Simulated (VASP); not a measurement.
Input:

```xyz
2
Lattice="0.0000 2.8304 2.8304 2.8304 0.0000 2.8304 2.8304 2.8304 0.0000" Properties=species:S:1:pos:R:3 pbc="T T T"
Zn     5.6608     5.6608     5.6608
Se     1.4152     1.4152     1.4152
```

All values below come from PBE GGA with D3 dispersion (Becke-Johnson damping), VASP's PBE PAW potentials (set 64) (plane waves; VASP). Run with 520 eV cut-off, 9×9×9 Γ-centred mesh, tetrahedra with Blöchl corrections, potentials Zn Se.

Q: What does the run give for the energy per atom (σ→0), band gap (on the k-mesh) with the smallest direct gap where there is one?

A: 
- band gap (on the k-mesh) = 1.31 eV
- smallest direct gap (on the k-mesh) = 1.31 eV
- energy per atom (σ→0) = -321.5 kJ/mol of atoms

The compound is ZnSe in the zinc blende structure. It was relaxed first.
